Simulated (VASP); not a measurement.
Input:

```yaml
crystal:
  lattice:
    - [4.86832, -8.43217, 0.00000]
    - [4.86832, 8.43217, 0.00000]
    - [0.00000, 0.00000, 10.55628]
  atoms:
    - { symbol: Ga, position: [0.22252, 0.11059, 0.25019] }
    - { symbol: Ga, position: [0.11089, 0.22202, 0.00114] }
    - { symbol: Ga, position: [0.22192, 0.11159, 0.74919] }
    - { symbol: Ga, position: [0.11152, 0.22552, 0.49808] }
    - { symbol: Ga, position: [0.21943, 0.44284, 0.24955] }
    - { symbol: Ga, position: [0.11083, 0.55535, 0.00129] }
    - { symbol: Ga, position: [0.22364, 0.44513, 0.75295] }
    - { symbol: Ga, position: [0.11138, 0.55234, 0.49834] }
    - { symbol: Ga, position: [0.22233, 0.77821, 0.25056] }
    - { symbol: Ga, position: [0.11124, 0.88887, 0.99954] }
    - { symbol: Ga, position: [0.22193, 0.77703, 0.74920] }
    - { symbol: Ga, position: [0.11049, 0.88855, 0.50055] }
    - { symbol: Ga, position: [0.55525, 0.11061, 0.25034] }
    - { symbol: Ga, position: [0.44403, 0.22178, 0.99965] }
    - { symbol: Ga, position: [0.55562, 0.11098, 0.75034] }
    - { symbol: Ga, position: [0.44623, 0.22323, 0.50041] }
    - { symbol: Ga, position: [0.55691, 0.44288, 0.25108] }
    - { symbol: Ga, position: [0.44333, 0.55482, 0.00222] }
    - { symbol: Ga, position: [0.55426, 0.44573, 0.75072] }
    - { symbol: Ga, position: [0.55673, 0.77993, 0.25098] }
    - { symbol: Ga, position: [0.44387, 0.88857, 0.99967] }
    - { symbol: Ga, position: [0.55420, 0.77490, 0.75080] }
    - { symbol: Ga, position: [0.44623, 0.88940, 0.50049] }
    - { symbol: Ga, position: [0.88725, 0.10980, 0.25020] }
    - { symbol: Ga, position: [0.77804, 0.22228, 0.99968] }
    - { symbol: Ga, position: [0.88873, 0.11092, 0.74921] }
    - { symbol: Ga, position: [0.77687, 0.22168, 0.49983] }
    - { symbol: Ga, position: [0.88734, 0.44372, 0.25025] }
    - { symbol: Ga, position: [0.77806, 0.55570, 0.99965] }
    - { symbol: Ga, position: [0.88874, 0.44428, 0.74928] }
    - { symbol: Ga, position: [0.77711, 0.55426, 0.49971] }
    - { symbol: Ga, position: [0.88887, 0.77767, 0.25038] }
    - { symbol: Ga, position: [0.77802, 0.88892, 0.99962] }
    - { symbol: Ga, position: [0.88832, 0.77747, 0.74941] }
    - { symbol: Ga, position: [0.77705, 0.88932, 0.49962] }
    - { symbol: N, position: [0.22245, 0.11292, 0.43844] }
    - { symbol: N, position: [0.11045, 0.22188, 0.19023] }
    - { symbol: N, position: [0.22116, 0.11127, 0.93762] }
    - { symbol: N, position: [0.11184, 0.22416, 0.68628] }
    - { symbol: N, position: [0.11052, 0.55490, 0.19041] }
    - { symbol: N, position: [0.22088, 0.44373, 0.94119] }
    - { symbol: N, position: [0.11185, 0.55431, 0.68647] }
    - { symbol: N, position: [0.22225, 0.77582, 0.43871] }
    - { symbol: N, position: [0.11126, 0.88884, 0.18784] }
    - { symbol: N, position: [0.22107, 0.77636, 0.93766] }
    - { symbol: N, position: [0.11113, 0.88891, 0.68813] }
    - { symbol: N, position: [0.55517, 0.11077, 0.43804] }
    - { symbol: N, position: [0.44365, 0.22095, 0.18695] }
    - { symbol: N, position: [0.55572, 0.11103, 0.93785] }
    - { symbol: N, position: [0.44442, 0.22206, 0.68862] }
    - { symbol: N, position: [0.55885, 0.43982, 0.43597] }
    - { symbol: N, position: [0.44222, 0.55405, 0.19272] }
    - { symbol: N, position: [0.55519, 0.44456, 0.93957] }
    - { symbol: N, position: [0.44223, 0.55426, 0.69289] }
    - { symbol: N, position: [0.55881, 0.78550, 0.43586] }
    - { symbol: N, position: [0.44342, 0.88868, 0.18707] }
    - { symbol: N, position: [0.55505, 0.77694, 0.93965] }
    - { symbol: N, position: [0.44440, 0.88867, 0.68865] }
    - { symbol: N, position: [0.89050, 0.11331, 0.43802] }
    - { symbol: N, position: [0.77731, 0.22184, 0.18761] }
    - { symbol: N, position: [0.88959, 0.11141, 0.93754] }
    - { symbol: N, position: [0.77752, 0.22203, 0.68782] }
    - { symbol: N, position: [0.89047, 0.44364, 0.43809] }
    - { symbol: N, position: [0.77825, 0.55583, 0.18721] }
    - { symbol: N, position: [0.88962, 0.44476, 0.93761] }
    - { symbol: N, position: [0.77730, 0.55499, 0.68825] }
    - { symbol: N, position: [0.88877, 0.77764, 0.43827] }
    - { symbol: N, position: [0.77805, 0.88865, 0.18715] }
    - { symbol: N, position: [0.88883, 0.77775, 0.93722] }
    - { symbol: N, position: [0.77721, 0.88879, 0.68818] }
    - { symbol: Mg, position: [0.44853, 0.55754, 0.49930] }
```
Cell charge +1.

Calculation: HSE06 screened hybrid, VASP's PBE PAW potentials (set 64) (plane waves; VASP). Run with PREC = Normal, LREAL = Auto, ISYM = 0, NELECT = 281.0, EDIFF = 1E-5, 400 eV cut-off, 1×1×1 Γ-centred mesh, Gaussian smearing of 0.050 eV, potentials Ga N Mg. Starting moments (MAGMOM): 71*0.0423. The cell's moment is fixed (NUPDOWN = 3).

The cell is charged, with a uniform compensating background. The supercell is sampled at Γ alone, which is coarse: total energies, pressure and levels can be off, energies of defects by several tenths of an eV.

Task: Estimate the cell moment, energy per atom (σ→0).

Result: 
```yaml
cell_moment: 3.00 μB
energy per atom (σ→0): -7.229 eV/atom
```

Task: Give the moment on each site (PAW-sphere projection).

Result: 
```json
[
 {"site": "Ga1", "moment (μB)": "0.01"},
 {"site": "Ga2", "moment (μB)": "0.01"},
 {"site": "Ga3", "moment (μB)": "0.01"},
 {"site": "Ga4", "moment (μB)": "0.02"},
 {"site": "Ga5", "moment (μB)": "0.01"},
 {"site": "Ga6", "moment (μB)": "0.01"},
 {"site": "Ga7", "moment (μB)": "0.01"},
 {"site": "Ga8", "moment (μB)": "0.02"},
 {"site": "Ga9", "moment (μB)": "0.01"},
 {"site": "Ga10", "moment (μB)": "0.01"},
 {"site": "Ga11", "moment (μB)": "0.01"},
 {"site": "Ga12", "moment (μB)": "0.01"},
 {"site": "Ga13", "moment (μB)": "0.01"},
 {"site": "Ga14", "moment (μB)": "0.01"},
 {"site": "Ga15", "moment (μB)": "0.01"},
 {"site": "Ga16", "moment (μB)": "0.01"},
 {"site": "Ga17", "moment (μB)": "0.01"},
 {"site": "Ga18", "moment (μB)": "0.01"},
 {"site": "Ga19", "moment (μB)": "0.01"},
 {"site": "Ga20", "moment (μB)": "0.01"},
 {"site": "Ga21", "moment (μB)": "0.01"},
 {"site": "Ga22", "moment (μB)": "0.01"},
 {"site": "Ga23", "moment (μB)": "0.01"},
 {"site": "Ga24", "moment (μB)": "0.01"},
 {"site": "Ga25", "moment (μB)": "0.01"},
 {"site": "Ga26", "moment (μB)": "0.01"},
 {"site": "Ga27", "moment (μB)": "0.01"},
 {"site": "Ga28", "moment (μB)": "0.01"},
 {"site": "Ga29", "moment (μB)": "0.01"},
 {"site": "Ga30", "moment (μB)": "0.01"},
 {"site": "Ga31", "moment (μB)": "0.00"},
 {"site": "Ga32", "moment (μB)": "0.01"},
 {"site": "Ga33", "moment (μB)": "0.01"},
 {"site": "Ga34", "moment (μB)": "0.01"},
 {"site": "Ga35", "moment (μB)": "0.00"},
 {"site": "N36", "moment (μB)": "0.03"},
 {"site": "N37", "moment (μB)": "0.04"},
 {"site": "N38", "moment (μB)": "0.05"},
 {"site": "N39", "moment (μB)": "0.06"},
 {"site": "N40", "moment (μB)": "0.04"},
 {"site": "N41", "moment (μB)": "0.05"},
 {"site": "N42", "moment (μB)": "0.06"},
 {"site": "N43", "moment (μB)": "0.03"},
 {"site": "N44", "moment (μB)": "0.05"},
 {"site": "N45", "moment (μB)": "0.05"},
 {"site": "N46", "moment (μB)": "0.06"},
 {"site": "N47", "moment (μB)": "0.06"},
 {"site": "N48", "moment (μB)": "0.07"},
 {"site": "N49", "moment (μB)": "0.07"},
 {"site": "N50", "moment (μB)": "0.08"},
 {"site": "N51", "moment (μB)": "0.06"},
 {"site": "N52", "moment (μB)": "0.06"},
 {"site": "N53", "moment (μB)": "0.07"},
 {"site": "N54", "moment (μB)": "0.07"},
 {"site": "N55", "moment (μB)": "0.06"},
 {"site": "N56", "moment (μB)": "0.07"},
 {"site": "N57", "moment (μB)": "0.07"},
 {"site": "N58", "moment (μB)": "0.08"},
 {"site": "N59", "moment (μB)": "0.04"},
 {"site": "N60", "moment (μB)": "0.05"},
 {"site": "N61", "moment (μB)": "0.06"},
 {"site": "N62", "moment (μB)": "0.06"},
 {"site": "N63", "moment (μB)": "0.04"},
 {"site": "N64", "moment (μB)": "0.04"},
 {"site": "N65", "moment (μB)": "0.06"},
 {"site": "N66", "moment (μB)": "0.06"},
 {"site": "N67", "moment (μB)": "0.05"},
 {"site": "N68", "moment (μB)": "0.04"},
 {"site": "N69", "moment (μB)": "0.07"},
 {"site": "N70", "moment (μB)": "0.06"},
 {"site": "Mg71", "moment (μB)": "0.01"}
]
```

The cell is a supercell with a defect, built from GaN (wurtzite): Mg_Ga-vac_N, charge +1. The cell's shape comes from a PBE relaxation.
